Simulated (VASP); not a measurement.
GaAs:

```
CELL_PARAMETERS angstrom
0.00000 2.82685 2.82685
2.82685 0.00000 2.82685
2.82685 2.82685 0.00000
ATOMIC_POSITIONS crystal
Ga 0.00000 0.00000 0.00000
As 0.25000 0.25000 0.25000
```

Base run:

```yaml
Program: VASP 6.6.1
Functional: PBE
Potentials_or_basis: VASP PAW PBE potentials, release 64 (Ga_d, As)
Cutoff: 400 eV
k_mesh: 8 × 8 × 8
Occupations: gaussian, width 0.02 eV
Spin: no spin polarisation
```

Its results: band gap on the k mesh 0.52 eV, direct; pressure 3.3 GPa.

Problem. The run is repeated on the same cell with these changes: cutoff from 400 eV to 520 eV; k mesh from 8 × 8 × 8 to 4 × 4 × 4. What comes out?

Solution. Band gap on the k mesh 0.51 eV, direct; pressure 3.7 GPa.

Caveats: some runs use coarse meshes.

A k mesh can miss the band edges.

Not every run made on this cell is shown here.
